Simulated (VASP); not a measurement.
Computed with LDA (Ceperley-Alder, Perdew-Zunger), VASP's LDA PAW potentials (set 64) (plane waves; VASP).

Input for VASP

### KPOINTS
```
Automatic mesh
0
Gamma
18 18 18
0 0 0
```

POSCAR:
```
Cu
1
    0.0000000000     1.7972645606     1.7972645606
    1.7972645606     0.0000000000     1.7972645606
    1.7972645606     1.7972645606     0.0000000000
Cu
1
Direct
  0.0000000000   0.0000000000   0.0000000000
```

INCAR:
```
! general
SYSTEM =Cu
PREC   =Accurate
ENCUT  =520   ! plane-wave cut-off (eV)
LREAL  =.FALSE.   ! projection in real space or not
LASPH  =.TRUE.

! electronic loop
EDIFF  =1E-7
NELM   =100   ! most electronic steps
ALGO   =Normal
LMAXMIX=4   ! l cut-off of mixed one-centre charges

! smearing
ISMEAR =1   ! Methfessel-Paxton
SIGMA  =0.1

! ions
ISIF   =2   ! forces and stress, cell fixed

! output
LWAVE  =.FALSE.
LCHARG =.FALSE.
```

POTCAR, in this order: Cu (LDA.64 set). Program: vasp_std.

What will the output report for the number of irreducible k-points (NKPTS), largest plane-wave count, number of space-group operations, FFT grid (NGX, NGY, NGZ)?

The number of irreducible k-points (NKPTS) comes out as 195 and the largest plane-wave count comes out as 331. The number of space-group operations is 48 and the FFT grid (NGX, NGY, NGZ) is 20 × 20 × 20.

The compound is Cu in the fcc structure. This cell is one point of a volume scan, at 1.06 of the reference volume.
